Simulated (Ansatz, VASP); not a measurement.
# HF (liquid hydrogen fluoride at 273 K): VASP beside Ansatz, part 2 of 2

One calculation is typed for both programs; each brings its own data sets. How far apart do they land? Of the first pair: The cell is taken from a series of runs on this material, whose earlier steps may have relaxed, scaled, displaced or heated it; both programs get it as it stands.

VASP 6.6.1 and Ansatz 0.2.0.

So far. Step 3 (VASP: single point, revPBE, pair 1): The run ends at a pressure of 4.29 GPa, with forces up to 4.2 eV/Å.

## 6. VASP: single point, revPBE, pair 2

Level of this step: revPBE; plane waves and PAW (F, H) (VASP).

The same cell, functional, mesh and smearing now go to VASP, with its own data sets.

The input, INCAR:

```
SYSTEM = HF
PREC = Accurate
ENCUT = 600
EDIFF = 1E-06
NELM = 120
ISMEAR = 0
SIGMA = 0.05
LREAL = Auto
ALGO = Normal
GGA = RE
NBANDS = 320
LORBIT = 11
LWAVE = .FALSE.
LCHARG = .FALSE.
ISIF = 2
LASPH = .TRUE.
GGA_COMPAT = .FALSE.
EFERMI = MIDGAP
NCORE = 4
```

The input, POSCAR:

```
HF
1.0
   12.4353900000      0.0000000000      0.0000000000
    0.0000000000     12.4353900000      0.0000000000
    0.0000000000      0.0000000000     12.4353900000
F H
58 58
Direct
    0.8274800000      0.7227100000      0.8957000000
    0.5627900000      0.1223300000      0.8663600000
    0.9831800000      0.2068400000      0.3728400000
    0.2801400000      0.1555900000      0.4214300000
    0.8395000000      0.4832600000      0.1880700000
    0.9841700000      0.8378400000      0.8518100000
    0.7322700000      0.8074800000      0.3561000000
    0.0859500000      0.3345100000      0.0644200000
    0.3151000000      0.0298600000      0.9602200000
    0.6969600000      0.9780400000      0.9032100000
    0.0115600000      0.1238000000      0.6362800000
    0.8311300000      0.2881400000      0.4755000000
    0.9995100000      0.5624100000      0.2786800000
    0.1455600000      0.7601500000      0.4926300000
    0.3616200000      0.5608700000      0.4556700000
    0.2843900000      0.9762800000      0.3320400000
    0.2296100000      0.2614800000      0.7435700000
    0.4585500000      0.8755700000      0.3256300000
    0.5711700000      0.1831500000      0.3702600000
    0.1011600000      0.4469100000      0.4065000000
    0.7972900000      0.6538100000      0.4661700000
    0.9996300000      0.1243000000      0.8368200000
    0.8608000000      0.2361700000      0.9297000000
    0.3969600000      0.1258700000      0.1143700000
    0.2863900000      0.6483100000      0.2900600000
    0.3635000000      0.9237300000      0.6995700000
    0.4910300000      0.3096600000      0.5023200000
    0.7407000000      0.1596700000      0.0711800000
    0.5216100000      0.8201700000      0.1446600000
    0.1172800000      0.8001400000      0.1559100000
[... 80 atom lines left out ...]
    0.5983800000      0.5012700000      0.2352000000
    0.0709500000      0.8169400000      0.2659600000
    0.7886200000      0.4884600000      0.9182800000
    0.3350200000      0.6110700000      0.5637600000
    0.3390700000      0.2406700000      0.6940300000
    0.1782900000      0.3029600000      0.9889600000
```

The input, KPOINTS:

```
Automatic mesh
0
Gamma
1 1 1
0 0 0
```

The projector-augmented-wave data sets are F and H (PBE family, release 64).

Launch:

```sh
> mpirun -np 16 vasp_gam
```

Numbers of over 12 decimals in the logs are rounded to 6 here.

The log of the run:

```text
[banner, memory and clock lines left out]
running   16 mpi-ranks, on    1 nodes
[...]
[... a notice as in an earlier step ...]

 LDA part: xc-table for (Slater+PW92), standard interpolation
 POSCAR, INCAR and KPOINTS ok, starting setup
[...]
entering main loop
       N       E                     dE             d eps       ncg     rms          rms(c)
DAV:   1     0.470375873874E+04    0.47038E+04   -0.28072E+05   688   0.150E+03
DAV:   2    -0.343454389665E+02   -0.47381E+04   -0.45809E+04   784   0.363E+02
DAV:   3    -0.493649923171E+03   -0.45930E+03   -0.45682E+03   752   0.117E+02
DAV:   4    -0.500709594684E+03   -0.70597E+01   -0.70431E+01   744   0.164E+01
[...]
DAV:  17    -0.474090301465E+03    0.77116E-05   -0.57607E-06   712   0.193E-02    0.896E-03
DAV:  18    -0.474090298817E+03    0.26479E-05   -0.14085E-05   728   0.136E-02    0.413E-03
DAV:  19    -0.474090298205E+03    0.61141E-06   -0.34011E-06   600   0.509E-03
   1 F= -.47409030E+03 E0= -.47409030E+03  d E =0.000000E+00
```

Parts of OUTCAR (step 6):

```text
  FREE ENERGIE OF THE ION-ELECTRON SYSTEM (eV)
  ---------------------------------------------------
  free  energy   TOTEN  =      -474.0902982054 eV

  energy  without entropy=     -474.0902982054  energy(sigma->0) =     -474.09029821

[... 1 further part left out ...]
```

The run ends at a pressure of 0.05 GPa, with forces up to 0.22 eV/Å.

## 7. Side by side

Compared:

```csv
quantity,Ansatz,VASP,difference
pressure (GPa),0.13,0.05,+0.08
gap on the k mesh (eV),7.834,7.807,+0.027
```

Forces on 8 of the 116 atoms, those with the largest forces and the largest differences (eV/Å; atoms numbered as in POSCAR):

```csv
atom,"Ansatz x, y, z","VASP x, y, z"
F53,"0.042, -0.048, -0.032","0.208, 0.051, -0.024"
H75,"-0.001, 0.000, 0.000","-0.003, 0.029, 0.207"
H78,"-0.005, 0.008, -0.009","-0.113, 0.142, -0.125"
H96,"-0.001, 0.001, 0.012","-0.014, 0.002, 0.220"
H97,"0.002, -0.001, 0.005","0.139, -0.015, 0.163"
H106,"-0.005, 0.001, -0.009","-0.127, 0.052, -0.164"
H109,"0.004, -0.006, -0.007","0.058, -0.084, -0.195"
H111,"-0.022, 0.015, 0.013","-0.192, -0.101, 0.009"
```

The forces differ by 114 meV/Å r.m.s., where the r.m.s. force is 0.008 eV/Å in Ansatz and 0.113 eV/Å in VASP: the atoms lie near their places of rest in Ansatz, so a percentage would say little (all taken over all components). A gap on the mesh is an upper bound, since the band edges may lie between its points.

## 8. Ansatz: relaxation, revPBE

This run makes the geometry at which the two programs are then compared.

The structure compared here is the end of the Ansatz relaxation.

The input, input.yaml:

```yaml
crystal:
  lattice:
    - [12.43539, 0.0, 0.0]
    - [0.0, 12.43539, 0.0]
    - [0.0, 0.0, 12.43539]
  atoms:
    - { symbol: F, position: [0.80339, 0.85014, 0.89698] }
    - { symbol: H, position: [0.77376, 0.78042, 0.91503] }
    - { symbol: F, position: [0.61116, 0.14533, 0.91118] }
    - { symbol: H, position: [0.62759, 0.08041, 0.9461] }
    - { symbol: F, position: [0.90227, 0.24714, 0.30033] }
    - { symbol: H, position: [0.84509, 0.25867, 0.348] }
    - { symbol: F, position: [0.2448, 0.06647, 0.41149] }
    - { symbol: H, position: [0.23309, 0.12996, 0.36763] }
    - { symbol: F, position: [0.82888, 0.51261, 0.2029] }
    - { symbol: H, position: [0.7518, 0.52224, 0.21655] }
    - { symbol: F, position: [0.95578, 0.95448, 0.91422] }
    - { symbol: H, position: [0.89075, 0.92273, 0.88606] }
    - { symbol: F, position: [0.8329, 0.77746, 0.32349] }
    - { symbol: H, position: [0.87075, 0.84377, 0.32988] }
    - { symbol: F, position: [0.07046, 0.23319, 0.99689] }
    - { symbol: H, position: [0.02661, 0.19855, 0.05323] }
    - { symbol: F, position: [0.34047, 0.99348, 0.07483] }
    - { symbol: H, position: [0.37343, 0.92913, 0.04435] }
    - { symbol: F, position: [0.65253, 0.99334, 0.01779] }
    - { symbol: H, position: [0.66868, 0.95499, 0.08294] }
    - { symbol: F, position: [0.09216, 0.17487, 0.53323] }
    - { symbol: H, position: [0.0472, 0.19323, 0.5938] }
    - { symbol: F, position: [0.76325, 0.23078, 0.43525] }
    - { symbol: H, position: [0.75372, 0.18858, 0.49785] }
    - { symbol: F, position: [0.00851, 0.48175, 0.21829] }
    - { symbol: H, position: [0.93142, 0.49471, 0.20624] }
    - { symbol: F, position: [0.15556, 0.70252, 0.581] }
    - { symbol: H, position: [0.12492, 0.72441, 0.51378] }
    - { symbol: F, position: [0.32962, 0.54644, 0.45624] }
    - { symbol: H, position: [0.31869, 0.55892, 0.37765] }
[... 80 atom lines left out ...]
    - { symbol: F, position: [0.38804, 0.54779, 0.62584] }
    - { symbol: H, position: [0.34921, 0.54355, 0.56047] }
    - { symbol: F, position: [0.37136, 0.30992, 0.55943] }
    - { symbol: H, position: [0.32038, 0.30591, 0.61659] }
    - { symbol: F, position: [0.15708, 0.28928, 0.85102] }
    - { symbol: H, position: [0.12177, 0.27195, 0.91908] }
kpoints:
  mp_grid: { grid: [1, 1, 1] }
hamiltonian:
  xc: revpbe
scf:
  occupations: { method: gaussian, width: 0.05 }
output:
  forces: true
relax:
  f_tol: 0.05
  max_steps: 200
```

Launch:

```sh
> ansatz run input.yaml --threads 4 --pin off --max-ram 8192MiB --backend cpu --events-out ev --progress --plain --runs-dir out
```

The log of the run:

```text
[...]
Crystal: 116 atoms, lattice volume = 1922.995 Å³
Basis set: ecut = 420 eV, 37529 PW (Γ), exchange–correlation on 180×180×180 points (8 copies of the dense FFT grid, shifted against one another)
Bands: 348, of which v1, the nominal top of the filled ones, is band 232 counted from 1 (231 counted from 0)
Symmetry: 1 space group operations
[...]
k-points: 1
[...]
- { symbol: F, position: [0.831131, 0.288136, 0.475501] }
    - { symbol: H, position: [0.801554, 0.246382, 0.534883] }
    - { symbol: F, position: [-0.000485399, 0.562412, 0.278681] }
[...]
- { symbol: F, position: [0.854069, 0.525775, 0.896208] }
    - { symbol: H, position: [0.788616, 0.488462, 0.918278] }
    - { symbol: F, position: [0.322401, 0.642260, 0.634710] }
    - { symbol: H, position: [0.335023, 0.611075, 0.563756] }
    - { symbol: F, position: [0.409971, 0.224052, 0.664703] }
    - { symbol: H, position: [0.339072, 0.240672, 0.694034] }
    - { symbol: F, position: [0.240277, 0.287404, 0.943874] }
    - { symbol: H, position: [0.178285, 0.302961, 0.988965] }
```

## 9. VASP: single point, revPBE, pair 3

The same cell, functional, mesh and smearing now go to VASP, with its own data sets.

INCAR: that of step 6 with these lines changed.

```diff
@@ -2,3 +2,3 @@
 PREC = Accurate
-ENCUT = 600
+ENCUT = 520
 EDIFF = 1E-06
```

POSCAR is that of step 6.

KPOINTS is that of step 6.

Launch:

```sh
> mpirun -np 16 vasp_gam
```

The log of the run:

```text
[... set-up lines as in an earlier step ...]
 entering main loop
       N       E                     dE             d eps       ncg     rms          rms(c)
DAV:   1     0.434384816569E+04    0.43438E+04   -0.26339E+05   704   0.134E+03
DAV:   2    -0.823750777987E+02   -0.44262E+04   -0.42881E+04   768   0.346E+02
DAV:   3    -0.494540428391E+03   -0.41217E+03   -0.40992E+03   752   0.110E+02
DAV:   4    -0.500598950077E+03   -0.60585E+01   -0.60451E+01   736   0.152E+01
[...]
DAV:  17    -0.473861466003E+03    0.83247E-05   -0.76964E-06   720   0.203E-02    0.984E-03
DAV:  18    -0.473861463039E+03    0.29649E-05   -0.14112E-05   736   0.136E-02    0.466E-03
DAV:  19    -0.473861462371E+03    0.66755E-06   -0.39007E-06   624   0.542E-03
   1 F= -.47386146E+03 E0= -.47386146E+03  d E =0.000000E+00
```

Parts of OUTCAR (step 9):

```text
  FREE ENERGIE OF THE ION-ELECTRON SYSTEM (eV)
  ---------------------------------------------------
  free  energy   TOTEN  =      -473.8614623711 eV

  energy  without entropy=     -473.8614623711  energy(sigma->0) =     -473.86146237

[... 1 part as in an earlier step ...]
```

The run ends at a pressure of 0.10 GPa, with forces up to 0.22 eV/Å.

## 10. Side by side

What differs besides the data sets and the points named for the pairs above, as far as they apply: the cutoff is 420 eV in Ansatz and 520 eV in VASP (PREC = Accurate, projectors in real space). Total energies have different zeros and are not compared.

Both answers:

```csv
quantity,Ansatz,VASP,difference
gap on the k mesh (eV),7.834,7.806,+0.028
```

Forces on 8 of the 116 atoms, those with the largest forces and the largest differences (eV/Å; atoms numbered as in POSCAR):

```csv
atom,"Ansatz x, y, z","VASP x, y, z"
F53,"0.043, -0.047, -0.032","0.212, 0.056, -0.025"
H75,"-0.001, 0.000, -0.002","-0.003, 0.030, 0.211"
H78,"-0.005, 0.008, -0.009","-0.116, 0.145, -0.127"
H96,"-0.001, 0.001, 0.010","-0.014, 0.003, 0.224"
H97,"0.002, -0.001, 0.005","0.142, -0.015, 0.167"
H109,"0.004, -0.007, -0.009","0.059, -0.086, -0.199"
H111,"-0.023, 0.014, 0.013","-0.196, -0.104, 0.009"
H112,"0.004, -0.001, -0.009","0.081, -0.033, -0.199"
```

The forces differ by 117 meV/Å r.m.s., where the r.m.s. force is 0.008 eV/Å in Ansatz and 0.116 eV/Å in VASP: the atoms lie near their places of rest in Ansatz, so a percentage would say little (all taken over all components). A gap on the mesh is an upper bound, since the band edges may lie between its points.

## 11. Outcome

| Quantity | Value |
| --- | --- |
| r.m.s. force difference (single point, revPBE, pair 1) | 19 % of the r.m.s. force |
| r.m.s. force difference (single point, revPBE, pair 2) | 114 meV/Å |
| r.m.s. force difference (single point, revPBE, pair 3) | 117 meV/Å |

In words: The r.m.s. force difference is 117 meV/Å (single point, revPBE, pair 3), beyond the 12 meV/Å picked in this series as the mark of a large difference. What causes the difference of the single point, revPBE, pair 1 pair stays open here. What causes the difference of the single point, revPBE, pair 2 pair stays open here. What causes the difference of the single point, revPBE, pair 3 pair stays open here. 1 further run of this series is not shown here. How closely two codes agree says nothing of how well the functional describes the real material.

[Lines on the potential files, build, host, timing and source positions are cut from VASP's logs without a mark.]

[Logs are printed without paths, hosts, clocks, repeated set-up lines and the standing remarks that a program may print on its own settings, such as how far it seeks lower states.]

[Hosts, paths, dates, database ids (printed as entryN), source tags and the programs' standing remarks are cut or masked in the printed files.]
